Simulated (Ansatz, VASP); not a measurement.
# Cross-check of SiNi3 between VASP and Ansatz, part 2 of 2

Aim: how closely do two programs agree when they are given the same cell, functional and k mesh? Of the first pair: The cell is taken from a series of runs on this material, whose earlier steps may have relaxed, scaled, displaced or heated it; both programs get it as it stands.

VASP 6.6.1 and Ansatz 0.2.0.

So far: Starting point; VASP: relaxation of cell and atoms, PBE; Ansatz: relaxation of cell and atoms, PBE; Differences.

### 5. Ansatz: relaxation of cell and atoms, PBEsol

Level of this step: Ansatz beside VASP: Kohn-Sham DFT, plane waves, PBEsol (Ansatz).

The relaxed volume is the usual yardstick between codes: in a stiff, nearly cubic crystal its relative difference is about their pressure difference at one cell divided by the bulk modulus.

The two relaxations start from unlike cells of this crystal (the structure described is Ansatz's start), so only their ends are compared.

Contents of input.yaml:

```yaml
crystal:
  lattice:
    - [3.5098, 0.0, 0.0]
    - [0.0, 3.5098, 0.0]
    - [0.0, 0.0, 3.5098]
  atoms:
    - { symbol: Si, position: [0.0, 0.0, 0.0] }
    - { symbol: Ni, position: [0.0, 0.5, 0.5] }
    - { symbol: Ni, position: [0.5, 0.5, 0.0] }
    - { symbol: Ni, position: [0.5, 0.0, 0.5] }
kpoints:
  mp_grid: { grid: [10, 10, 10] }
hamiltonian:
  xc: pbesol
scf:
  occupations: { method: gaussian, width: 0.1 }
output:
  forces: true
  stress: true
  eigenvalues: true
relax:
  adjacent_minimum: "off"
  f_tol: 0.005
  max_steps: 60
  cell: { stress_tol: 0.03 }
```

Started as:

```console
$ ansatz run input.yaml --threads 4 --pin off --max-ram 8192MiB --backend cpu --events-out ev --progress --plain --runs-dir out
```

Numbers of over 12 decimals in the logs are rounded to 6 here.

Output:

```text
[...]
Crystal: 4 atoms, lattice volume = 43.236 Å³
Basis set: ecut = 420 eV, 847 PW (Γ), exchange–correlation on 48×48×48 points (8 copies of the dense FFT grid, shifted against one another)
Bands: 35, of which v1, the nominal top of the filled ones, is band 29 counted from 1 (28 counted from 0)
Symmetry: 48 space group operations
[...]
k-points: 56 of 1000
[...]
--- Relaxed structure (4 steps of the walk, 4 accepted, 1 SCFs on fresh bases) ---
[...]
cell:  # Å, volume = 41.4551 Å³
    - [3.460930, 0, 0]
    - [0, 3.460930, 0]
    - [0, 0, 3.460930]
  atoms:
    - { symbol: Si, position: [0, 0, 0] }
    - { symbol: Ni, position: [0, 0.5, 0.5] }
    - { symbol: Ni, position: [0.5, 0.5, 0] }
    - { symbol: Ni, position: [0.5, 0, 0.5] }
[key lines of the parts left out:]
SCF converged after 6 iterations
Free energy (F): -18038.537062 eV
Fermi energy:    18.212780 eV
P = ⅓ Tr σ = 0.0105 GPa (0.105 kbar)
```

### 6. VASP: relaxation of cell and atoms, PBEsol

Its own start cell and the same functional, mesh and smearing now go to VASP, with its own data sets.

Contents of INCAR:

```
SYSTEM = SiNi3
PREC = Accurate
ENCUT = 600
EDIFF = 1E-07
NELM = 120
ISMEAR = 0
SIGMA = 0.1
LREAL = .FALSE.
ALGO = Normal
GGA = PS
NBANDS = 23
LASPH = .TRUE.
LORBIT = 11
LWAVE = .FALSE.
LCHARG = .FALSE.
ISIF = 3
IBRION = 2
NSW = 80
EDIFFG = -0.005
GGA_COMPAT = .FALSE.
NELMIN = 4
KPAR = 2
```

Contents of POSCAR:

```
SiNi3
1.0
    3.4615735203      0.0000000000      0.0000000000
    0.0000000000      3.4615735203      0.0000000000
    0.0000000000      0.0000000000      3.4615735203
Si Ni
1 3
Direct
    0.0000000000      0.0000000000      0.0000000000
    0.0000000000      0.5000000000      0.5000000000
    0.5000000000      0.5000000000      0.0000000000
    0.5000000000      0.0000000000      0.5000000000
```

Contents of KPOINTS:

```
Automatic mesh
0
Gamma
10 10 10
0 0 0
```

PAW data sets: Si and Ni (PBE family, release 64).

Started as:

```console
$ mpirun -np 2 vasp_std
```

Output:

```text
[banner, memory and clock lines left out]
running    2 mpi-ranks, on    1 nodes
[...]
|                                                                             |
|               ----> ADVICE to this user running VASP <----                  |
|                                                                             |
|     You enforced a specific xc type in the INCAR file but a different       |
|     [... a line on the potential file left out ...]
|     I HOPE YOU KNOW WHAT YOU ARE DOING!                                     |
|                                                                             |

 LDA part: xc-table for (Slater+PW92), standard interpolation
 POSCAR, INCAR and KPOINTS ok, starting setup
[...]
entering main loop
       N       E                     dE             d eps       ncg     rms          rms(c)
DAV:   1     0.208533067328E+03    0.20853E+03   -0.17149E+04  2616   0.222E+03
DAV:   2    -0.196407434412E+02   -0.22817E+03   -0.21706E+03  2576   0.369E+02
[...]
DAV:   5    -0.262974293383E+02    0.65364E-06   -0.14676E-06  3044   0.133E-02    0.372E-03
DAV:   6    -0.262974291219E+02    0.21641E-06   -0.30408E-07  2736   0.512E-03    0.928E-04
DAV:   7    -0.262974290553E+02    0.66593E-07   -0.81580E-08  1496   0.340E-03
   2 F= -.26297429E+02 E0= -.26292720E+02  d E =0.169268E-05
 trial-energy change:    0.000002  1 .order    0.000002   -0.000019    0.000023
 step:   0.4564(harm=  0.4564)  dis= 0.00000  next Energy=   -26.297435 (dE=-0.436E-05)
[...]
N       E                     dE             d eps       ncg     rms          rms(c)
DAV:   1    -0.262975609765E+02   -0.13185E-03   -0.12509E-03  2681   0.567E-01    0.977E-02
DAV:   2    -0.262975419762E+02    0.19000E-04   -0.11668E-03  2961   0.622E-01    0.737E-02
DAV:   3    -0.262974388612E+02    0.10311E-03   -0.31816E-04  2947   0.333E-01    0.152E-02
DAV:   4    -0.262974351019E+02    0.37593E-05   -0.10078E-05  2799   0.253E-02    0.333E-03
DAV:   5    -0.262974349706E+02    0.13128E-06   -0.44398E-07  2889   0.739E-03    0.200E-03
DAV:   6    -0.262974350086E+02   -0.37965E-07   -0.74567E-08  1499   0.279E-03
   3 F= -.26297435E+02 E0= -.26292724E+02  d E =-.426056E-05
[...]
reached required accuracy - stopping structural energy minimisation
```

Parts of OUTCAR (step 6):

```text
  Total        0.0002269      0.0002269      0.0002269     -0.0000000     -0.0000000      0.0000000
  in kB        0.0087682      0.0087682      0.0087682     -0.0000000     -0.0000000      0.0000000
  external PRESSURE =       0.0087682 kB  Pullay stress =       0.0000000 kB

 POSITION                                       TOTAL-FORCE (eV/Angst)
 -----------------------------------------------------------------------------------
      0.00000      0.00000      0.00000        -0.000000     -0.000000      0.000000
      0.00000      1.73057      1.73057         0.000000      0.000000      0.000000
      1.73057      1.73057     -0.00000        -0.000000     -0.000000      0.000000
      1.73057      0.00000      1.73057        -0.000000      0.000000      0.000000
 -----------------------------------------------------------------------------------
    total drift:                                0.000000      0.000000      0.000000

  FREE ENERGIE OF THE ION-ELECTRON SYSTEM (eV)
  ---------------------------------------------------
  free  energy   TOTEN  =       -26.2974350086 eV

  energy  without entropy=      -26.2880121718  energy(sigma->0) =      -26.29272359

[... 2 parts as in an earlier step ...]

[... 2 further parts left out ...]
[key lines of the parts left out:]
E-fermi :  11.0870
```

### 7. Side by side

What differs besides the data sets and the points named for the pairs above, as far as they apply: the data sets hold 58 valence electrons in Ansatz (on its default PAW (the set named soft_2) files) and 34 in VASP; Ansatz makes its cores anew for this functional, VASP keeps those of its PBE data sets. Total energies have different zeros and are not compared.

The two programs side by side:

```tsv
quantity	Ansatz	VASP	difference
volume (Å³)	41.46	41.46	-0.02 %
edge a after relaxation, in the typed setting (Å)	3.461	3.461	-0.01 %
```

### 8. Outcome

| Quantity | Value |
| --- | --- |
| difference in volume (relaxation of cell and atoms, PBE) | 0.035 % |
| difference in volume (relaxation of cell and atoms, PBEsol) | -0.018 % |

What this shows: The difference in volume is 0.035 % (relaxation of cell and atoms, PBE), within the 1.2 % picked in this series as the mark of a large difference, as far as the stopping tolerances let one tell. The data sets hold unlike numbers of valence electrons (58 in Ansatz and 34 in VASP), so part of the differences comes from the potentials. 1 further run of this series is not shown here. How closely two codes agree says nothing of how well the functional describes the real material.

[Lines on the potential files, build, host, timing and source positions are cut from VASP's logs without a mark.]

[Logs are printed without paths, hosts, clocks, repeated set-up lines and the standing remarks that a program may print on its own settings, such as how far it seeks lower states.]

[Hosts, paths, dates, database ids (printed as entryN), source tags and the programs' standing remarks are cut or masked in the printed files.]
